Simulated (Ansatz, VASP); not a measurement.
# Cross-check of NaMgBr3 between VASP and Ansatz, part 2 of 3

Aim: how closely do two programs agree when they are given the same cell, functional and k mesh? The cell is generated by rule, not measured, and may not be a known phase. The cell is taken from a series of runs on this material, whose earlier steps may have relaxed, scaled, displaced or heated it; both programs get it as it stands.

VASP 6.6.1 and Ansatz 0.2.0.

So far: Set-up; VASP: zone-centre phonons, PBE.

## Step 2: VASP: zone-centre phonons, PBE (continued)

Level of this step: PBE; plane waves and PAW (Na_pv, Mg, Br); invented cell (VASP).

From OUTCAR (step 2):

```text
ion  position               nearest neighbor table
   1  0.098  0.098  0.098-
   2  0.496  0.496  0.496-   3 2.65   4 2.65   5 2.65   3 2.73   4 2.73   5 2.73
   3  0.482  0.990  0.482-   2 2.65   2 2.73
   4  0.990  0.482  0.482-   2 2.65   2 2.73
   5  0.482  0.482  0.990-   2 2.65   2 2.73

  LATTYP: Found a trigonal (rhomboedric) cell.
 ALAT       =     5.3761297209
 COS(alpha) =     0.0191132453

 Subroutine GETGRP returns: Found  6 space group operations
 (whereof  6 operations were pure point group operations)

The static configuration has the point symmetry C_3v.

 Found     32 irreducible k-points:

   k-points           NKPTS =     32   k-points in BZ     NKDIM =     32   number of bands    NBANDS=     21

   dimension x,y,z NGX =    48 NGY =   48 NGZ =   48
   dimension x,y,z NGXF=    96 NGYF=   96 NGZF=   96

   ENCUT  =  600.0 eV  44.10 Ry    6.64 a.u.  10.74 10.74 10.74*2*pi/ulx,y,z

   NELECT =      30.0000    total number of electrons

 k-points in reciprocal lattice and weights: Automatic mesh
   0.00000000  0.00000000  0.00000000       0.005
   0.16666667 -0.00000000 -0.00000000       0.028
   0.33333333 -0.00000000 -0.00000000       0.028
   0.50000000 -0.00000000 -0.00000000       0.014
   0.16666667  0.16666667  0.00000000       0.028
   0.33333333  0.16666667 -0.00000000       0.056
   0.50000000  0.16666667  0.00000000       0.056
  -0.33333333  0.16666667  0.00000000       0.056
  -0.16666667  0.16666667  0.00000000       0.028
[...]
-0.33333333  0.50000000  0.33333333       0.028
   0.50000000  0.50000000  0.50000000       0.005

 average (electrostatic) potential at core
       1 -49.2037       2 -41.5346       3 -64.4700       4 -64.4700       5 -64.4700

  Total       -0.0610683     -0.0610683     -0.0622784     -0.0000000      0.0000000      0.0000000
  in kB       -0.6300170     -0.6300170     -0.6425015     -0.0000000      0.0000000      0.0000000
  external PRESSURE =      -0.6341785 kB  Pullay stress =       0.0000000 kB

  energy-cutoff  :      600.00
  volume of cell :      155.30
      direct lattice vectors                 reciprocal lattice vectors
     3.764993030  2.173719739  3.162679364     0.132802371  0.076673484  0.105395867
    -3.764993030  2.173719739  3.162679364    -0.132802371  0.076673484  0.105395867
[...]
2    -0.40647    -0.99068    -0.30925
    3    -0.51649    -0.29820    -1.21965
 ion    5
    1    -0.75600     0.00000     0.00000
    2     0.00000    -1.69470     0.61849
    3     0.00000     0.59640    -1.21965

 Eigenvectors and eigenvalues of the dynamical matrix
 ----------------------------------------------------

   1 f  =    5.569501 THz    34.994207 2PiTHz  185.778555 cm-1    23.033595 meV
             X         Y         Z           dx          dy          dz
      0.000000  0.000000  0.930402     0.000000   -0.000000   -0.123093
      0.000000  0.000000  4.709862     0.000000   -0.000000    0.734255
     -1.912248  1.104037  6.176918     0.319175   -0.184276   -0.112883
      1.912248  1.104037  6.176918    -0.319175   -0.184276   -0.112883
      0.000000 -2.208074  6.176918     0.000000    0.368551   -0.112883

   2 f  =    5.311505 THz    33.373173 2PiTHz  177.172750 cm-1    21.966612 meV
             X         Y         Z           dx          dy          dz
      0.000000  0.000000  0.930402     0.000000    0.004082    0.000000
      0.000000  0.000000  4.709862    -0.000008   -0.754330   -0.000000
     -1.912248  1.104037  6.176918    -0.221582    0.009860    0.172048
      1.912248  1.104037  6.176918     0.221588    0.009865    0.172054
      0.000000 -2.208074  6.176918    -0.000001    0.393658   -0.344101

   3 f  =    5.311505 THz    33.373173 2PiTHz  177.172750 cm-1    21.966612 meV
             X         Y         Z           dx          dy          dz
      0.000000  0.000000  0.930402    -0.004082    0.000000    0.000000
      0.000000  0.000000  4.709862     0.754330   -0.000008   -0.000000
     -1.912248  1.104037  6.176918    -0.265729    0.221585    0.298002
      1.912248  1.104037  6.176918    -0.265724   -0.221585   -0.297999
      0.000000 -2.208074  6.176918     0.118070    0.000004   -0.000004

   4 f  =    3.699648 THz    23.245576 2PiTHz  123.406982 cm-1    15.300509 meV
             X         Y         Z           dx          dy          dz
      0.000000  0.000000  0.930402     0.000000    0.000000    0.899867
      0.000000  0.000000  4.709862    -0.000000   -0.000000    0.207274
     -1.912248  1.104037  6.176918    -0.085119    0.049144   -0.198575
      1.912248  1.104037  6.176918     0.085119    0.049144   -0.198575
      0.000000 -2.208074  6.176918    -0.000000   -0.098287   -0.198575

   5 f  =    2.765108 THz    17.373689 2PiTHz   92.234090 cm-1    11.435565 meV
             X         Y         Z           dx          dy          dz
      0.000000  0.000000  0.930402     0.000000    0.000000   -0.309271
      0.000000  0.000000  4.709862    -0.000000   -0.000000    0.576827
     -1.912248  1.104037  6.176918    -0.375342    0.216704   -0.051946
      1.912248  1.104037  6.176918     0.375342    0.216704   -0.051946
      0.000000 -2.208074  6.176918     0.000000   -0.433408   -0.051946

   6 f  =    2.626994 THz    16.505889 2PiTHz   87.627080 cm-1    10.864368 meV
             X         Y         Z           dx          dy          dz
      0.000000  0.000000  0.930402    -0.000024    0.659255    0.000000
      0.000000  0.000000  4.709862     0.000010   -0.279983   -0.000000
     -1.912248  1.104037  6.176918     0.323045    0.119868    0.096848
      1.912248  1.104037  6.176918    -0.323026    0.119892    0.096835
      0.000000 -2.208074  6.176918    -0.000011   -0.439633   -0.193683

   7 f  =    2.626994 THz    16.505889 2PiTHz   87.627080 cm-1    10.864368 meV
             X         Y         Z           dx          dy          dz
      0.000000  0.000000  0.930402     0.659255    0.000024    0.000000
      0.000000  0.000000  4.709862    -0.279983   -0.000010   -0.000000
     -1.912248  1.104037  6.176918    -0.253117    0.323040   -0.167731
      1.912248  1.104037  6.176918    -0.253141   -0.323031    0.167738
      0.000000 -2.208074  6.176918     0.306385   -0.000016   -0.000007

   8 f  =    2.369763 THz    14.889660 2PiTHz   79.046785 cm-1     9.800548 meV
             X         Y         Z           dx          dy          dz
      0.000000  0.000000  0.930402    -0.000005    0.163828   -0.000000
      0.000000  0.000000  4.709862    -0.000016    0.516490    0.000000
     -1.912248  1.104037  6.176918    -0.132002   -0.201296    0.313534
      1.912248  1.104037  6.176918     0.132005   -0.201304    0.313500
      0.000000 -2.208074  6.176918     0.000009    0.027336   -0.627034

   9 f  =    2.369763 THz    14.889660 2PiTHz   79.046785 cm-1     9.800548 meV
             X         Y         Z           dx          dy          dz
      0.000000  0.000000  0.930402     0.163828    0.000005   -0.000000
      0.000000  0.000000  4.709862     0.516490    0.000016    0.000000
     -1.912248  1.104037  6.176918    -0.048880   -0.132009   -0.543018
      1.912248  1.104037  6.176918    -0.048871    0.131997    0.543037
      0.000000 -2.208074  6.176918    -0.277512    0.000001   -0.000020

  10 f  =    0.714245 THz     4.487732 2PiTHz   23.824638 cm-1     2.953877 meV
             X         Y         Z           dx          dy          dz
      0.000000  0.000000  0.930402    -0.000000    0.000000    0.000000
      0.000000  0.000000  4.709862     0.000000    0.000000    0.000000
     -1.912248  1.104037  6.176918     0.288675    0.500000   -0.000000
      1.912248  1.104037  6.176918     0.288675   -0.500000    0.000000
      0.000000 -2.208074  6.176918    -0.577350    0.000000    0.000000

  11 f  =    0.015302 THz     0.096144 2PiTHz    0.510413 cm-1     0.063283 meV
             X         Y         Z           dx          dy          dz
      0.000000  0.000000  0.930402    -0.037284    0.262531    0.000000
      0.000000  0.000000  4.709862    -0.040846    0.287611    0.000000
     -1.912248  1.104037  6.176918    -0.066639    0.528637    0.006299
      1.912248  1.104037  6.176918    -0.081392    0.530732    0.003812
      0.000000 -2.208074  6.176918    -0.075830    0.516907   -0.010110

  12 f  =    0.015302 THz     0.096144 2PiTHz    0.510413 cm-1     0.063283 meV
             X         Y         Z           dx          dy          dz
      0.000000  0.000000  0.930402     0.262531    0.037284    0.000000
      0.000000  0.000000  4.709862     0.287611    0.040846    0.000000
     -1.912248  1.104037  6.176918     0.522214    0.082602   -0.008038
      1.912248  1.104037  6.176918     0.520119    0.067848    0.009474
      0.000000 -2.208074  6.176918     0.533943    0.073411   -0.001436

  13 f/i=    0.005867 THz     0.036862 2PiTHz    0.195697 cm-1     0.024263 meV
             X         Y         Z           dx          dy          dz
      0.000000  0.000000  0.930402    -0.000000   -0.000000    0.281851
      0.000000  0.000000  4.709862    -0.000000   -0.000000    0.291852
     -1.912248  1.104037  6.176918    -0.000703    0.000406    0.527693
      1.912248  1.104037  6.176918     0.000703    0.000406    0.527693
      0.000000 -2.208074  6.176918    -0.000000   -0.000811    0.527693

  14 f/i=    0.583634 THz     3.667081 2PiTHz   19.467935 cm-1     2.413715 meV
             X         Y         Z           dx          dy          dz
      0.000000  0.000000  0.930402     0.684262    0.000157   -0.000000
      0.000000  0.000000  4.709862     0.038017    0.000009   -0.000000
     -1.912248  1.104037  6.176918     0.049941   -0.281253    0.296783
      1.912248  1.104037  6.176918     0.050070    0.281127   -0.296862
      0.000000 -2.208074  6.176918    -0.437031    0.000049    0.000079

  15 f/i=    0.583634 THz     3.667081 2PiTHz   19.467935 cm-1     2.413715 meV
             X         Y         Z           dx          dy          dz
      0.000000  0.000000  0.930402    -0.000157    0.684262    0.000000
      0.000000  0.000000  4.709862    -0.000009    0.038017   -0.000000
     -1.912248  1.104037  6.176918    -0.281202   -0.274621   -0.171439
      1.912248  1.104037  6.176918     0.281179   -0.274750   -0.171303
      0.000000 -2.208074  6.176918     0.000100    0.212351    0.342741

 MACROSCOPIC STATIC DIELECTRIC TENSOR IONIC CONTRIBUTION
 ------------------------------------------------------
           5.722225     0.000000    -0.000000
           0.000000     5.722225    -0.000000
          -0.000000    -0.000000     5.895229
 ------------------------------------------------------

 ELASTIC MODULI CONTR FROM IONIC RELAXATION (kBar)
 Direction    XX          YY          ZZ          XY          YZ          ZX
 --------------------------------------------------------------------------------
 XX         -48.8727    -11.8855    -43.0311      0.0000     -0.6891     -0.0000
 YY         -11.8855    -48.8727    -43.0311     -0.0000      0.6891      0.0000
 ZZ         -43.0311    -43.0311    -91.1481     -0.0000     -0.0000      0.0000
 XY           0.0000     -0.0000     -0.0000    -18.5035      0.0000     -0.7041
 YZ          -0.6891      0.6891     -0.0000      0.0000    -25.6094     -0.0000
 ZX          -0.0000      0.0000      0.0000     -0.7041     -0.0000    -25.3861
 --------------------------------------------------------------------------------

 PIEZOELECTRIC TENSOR IONIC CONTR  for field in x, y, z        (C/m^2)
          XX          YY          ZZ          XY          YZ          ZX
  --------------------------------------------------------------------------------
  x     0.00000    -0.00000    -0.00000     0.14139     0.00000     0.32323
  y     0.14139    -0.14139     0.00000    -0.00000     0.32452     0.00000
  z     0.34196     0.34196     0.38393    -0.00000    -0.00000     0.00000
```

With imaginary modes the cell is no minimum, so the ionic parts of its dielectric, piezoelectric and elastic tensors have no meaning.

[end of part 2 of 3]

[Lines on the potential files, build, host, timing and source positions are cut from VASP's logs without a mark.]

[Logs are printed without paths, hosts, clocks, repeated set-up lines and the standing remarks that a program may print on its own settings, such as how far it seeks lower states.]

[Hosts, paths, dates, database ids (printed as entryN), source tags and the programs' standing remarks are cut or masked in the printed files.]
